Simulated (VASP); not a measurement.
Level of theory: PBEsol GGA, VASP's PBE PAW potentials (set 64) (plane waves; VASP 6.6.1).

A VASP calculation is set up with these files.

**INCAR**
```
! general
SYSTEM  = PtSe2
PREC    = Normal
ENCUT   = 400
LREAL   = F
LASPH   = T

! electronic loop
EDIFF   = 1E-5
NELM    = 100
NELMIN  = 4
ALGO    = Fast
LMAXMIX = 6

! smearing
ISMEAR  = 0
SIGMA   = 0.05

! functional
GGA     = PS

! ions
IBRION  = 2
NSW     = 20
ISIF    = 2
EDIFFG  = -0.03

! output
LWAVE   = F
LCHARG  = F
```

POSCAR:
```
PtSe2
1.0
  3.7559390392   0.0000000000   0.0000000000
 -1.8779695196   3.2527388719   0.0000000000
  0.0000000000   0.0000000000   4.9005369676
Pt Se
1 2
Cart
  0.0000000000   0.0000000000   0.0000000000
 -0.0000018780   2.1684936655   1.2496369267
  1.8779713976   1.0842452064   3.6509000409
```

### KPOINTS
```
Regular mesh
0
G
 9 9 6
0 0 0
```

POTCAR, in this order: Pt Se (PBE.64 set). Program: vasp_std.

The resulting files:

### OSZICAR
```
       N       E                     dE             d eps       ncg     rms          rms(c)
DAV:   1     0.935504325815E+02    0.93550E+02   -0.88443E+03  1939   0.104E+03
DAV:   2    -0.130210006448E+02   -0.10657E+03   -0.10440E+03  2378   0.212E+02
DAV:   3    -0.167240502920E+02   -0.37030E+01   -0.36825E+01  2322   0.424E+01
DAV:   4    -0.167487324472E+02   -0.24682E-01   -0.24678E-01  2273   0.377E+00
DAV:   5    -0.167490259032E+02   -0.29346E-03   -0.29345E-03  2372   0.386E-01    0.134E+01
RMM:   6    -0.161296029407E+02    0.61942E+00   -0.41292E+00  1860   0.131E+01    0.767E+00
RMM:   7    -0.159256582458E+02    0.20394E+00   -0.45439E-01  1860   0.490E+00    0.399E+00
RMM:   8    -0.159003370756E+02    0.25321E-01   -0.47794E-02  1860   0.146E+00    0.624E-01
RMM:   9    -0.158975474789E+02    0.27896E-02   -0.94704E-03  1860   0.702E-01    0.150E-01
RMM:  10    -0.158976212971E+02   -0.73818E-04   -0.13692E-03  1868   0.276E-01    0.572E-02
RMM:  11    -0.158976477133E+02   -0.26416E-04   -0.44484E-04  1875   0.129E-01    0.269E-02
RMM:  12    -0.158976449307E+02    0.27826E-05   -0.86358E-05  1697   0.661E-02
   1 F= -.15897645E+02 E0= -.15897014E+02  d E =-.158976E+02
       N       E                     dE             d eps       ncg     rms          rms(c)
DAV:   1    -0.159022036378E+02   -0.45559E-02   -0.30626E-01  1874   0.330E+00    0.264E-01
RMM:   2    -0.159029678043E+02   -0.76417E-03   -0.10011E-02  1860   0.648E-01    0.133E-01
RMM:   3    -0.159030286686E+02   -0.60864E-04   -0.85478E-04  1860   0.231E-01    0.754E-02
RMM:   4    -0.159030296318E+02   -0.96323E-06   -0.13834E-04  1790   0.856E-02    0.372E-02
RMM:   5    -0.159030274522E+02    0.21796E-05   -0.24301E-05  1291   0.378E-02
   2 F= -.15903027E+02 E0= -.15902430E+02  d E =-.538252E-02
       N       E                     dE             d eps       ncg     rms          rms(c)
DAV:   1    -0.159037730105E+02   -0.74338E-03   -0.17622E-01  1930   0.250E+00    0.196E-01
RMM:   2    -0.159042193272E+02   -0.44632E-03   -0.58393E-03  1860   0.495E-01    0.973E-02
RMM:   3    -0.159042553036E+02   -0.35976E-04   -0.50238E-04  1860   0.177E-01    0.560E-02
RMM:   4    -0.159042560421E+02   -0.73846E-06   -0.79662E-05  1694   0.653E-02
   3 F= -.15904256E+02 E0= -.15903709E+02  d E =-.661111E-02
```

OUTCAR:
```
------------------------ aborting loop because EDIFF is reached ----------------------------------------
  FORCE on cell =-STRESS in cart. coord.  units (eV):
  Direction    XX          YY          ZZ          XY          YZ          ZX
  --------------------------------------------------------------------------------------
  Total       -0.0320261     -0.0320261     -0.1197585     -0.0000000      0.0000000      0.0000000
  in kB       -0.8570453     -0.8570454     -3.2048335     -0.0000000      0.0000000      0.0000000
  external PRESSURE =      -1.6396414 kB  Pullay stress =       0.0000000 kB
  volume of cell :       59.87
      direct lattice vectors                 reciprocal lattice vectors
     3.755939039  0.000000000  0.000000000     0.266245003  0.153716612  0.000000000
    -1.877969520  3.252738872  0.000000000     0.000000000  0.307433225  0.000000000
     0.000000000  0.000000000  4.900536968     0.000000000  0.000000000  0.204059271
 POSITION                                       TOTAL-FORCE (eV/Angst)
 -----------------------------------------------------------------------------------
      0.00000      0.00000      0.00000         0.000000      0.000000     -0.000000
     -0.00000      2.16849      1.27328         0.000000      0.000000     -0.003859
      1.87797      1.08425      3.62726        -0.000000     -0.000000      0.003859
 -----------------------------------------------------------------------------------
    total drift:                               -0.000000     -0.000000      0.000000
  FREE ENERGIE OF THE ION-ELECTRON SYSTEM (eV)
  ---------------------------------------------------
  free  energy   TOTEN  =       -15.9042560421 eV

  energy  without entropy=      -15.9031618510  energy(sigma->0) =      -15.90370895

 reached required accuracy - stopping structural energy minimisation
```
(Selected blocks of OUTCAR.)

CONTCAR:
```
PtSe2
   1.00000000000000
     3.7559390391999998    0.0000000000000000    0.0000000000000000
    -1.8779695195999999    3.2527388719000001    0.0000000000000000
     0.0000000000000000    0.0000000000000000    4.9005369675999999
  Pt              Se
     1     2
Direct
     0.0000000000000000    0.0000000000000000    0.0000000000000000
     0.3333330000000032    0.6666669999999968    0.2598245472302604
     0.6666669999999968    0.3333330000000032    0.7401754527697397
```

File OUTCAR:
```
 val. band max:        6.4816910238   @ k =   0.1111   0.0000   0.0000

 cond. band min:       6.5392733865   @ k =   0.0000   0.3333   0.3333


 Fermi energy:         6.5220818052

 k-point     1 :       0.0000    0.0000    0.0000
  band No.  band energies     occupation
      1      -9.1801      2.00000
      2      -6.1656      2.00000
      3      -0.6652      2.00000
      4       0.1735      2.00000
      5       0.1735      2.00000
      6       2.6374      2.00000
      7       2.6374      2.00000
      8       4.0081      2.00000
      9       5.4892      2.00000
     10       5.4893      2.00000
     11       7.2076      0.00000
     12       7.7268      0.00000
     13       7.7268      0.00000
     14       9.8169      0.00000
     15      10.5500      0.00000

 k-point     2 :       0.1111    0.0000    0.0000
  band No.  band energies     occupation
      1      -9.0451      2.00000
      2      -6.2378      2.00000
      3      -0.4992      2.00000
      4       0.2609      2.00000
      5       0.2927      2.00000
      6       2.4428      2.00000
      7       2.5443      2.00000
      8       3.7167      2.00000
      9       5.0057      2.00000
     10       5.3063      2.00000
     11       6.4817      1.74672
     12       7.8506      0.00000
     13       7.9543      0.00000
     14      10.6728      0.00000
     15      11.3224      0.00000

 k-point     3 :       0.2222    0.0000    0.0000
  band No.  band energies     occupation
      1      -8.6636      2.00000
      2      -6.4282      2.00000
      3      -0.0493      2.00000
      4       0.4887      2.00000
      5       0.6176      2.00000
      6       1.6500      2.00000
      7       2.3750      2.00000
      8       3.1687      2.00000
      9       4.5026      2.00000
     10       4.7837      2.00000
     11       5.4247      2.00000
     12       8.0245      0.00000
     13       8.2127      0.00000
     14      11.3581      0.00000
     15      12.4057      0.00000
...
```

Without a dispersion term in the relaxation, distances and binding between the weakly bound layers, chains or molecules are unreliable, and so is what depends on them. Unless said otherwise, spin-orbit coupling is left out, though it shifts the bands of the heavy elements here.

The compound is PtSe2 in the 1T layered structure. This run relaxes the ions in a fixed cell. Symmetry was kept, so distortions that lower it aren't found.
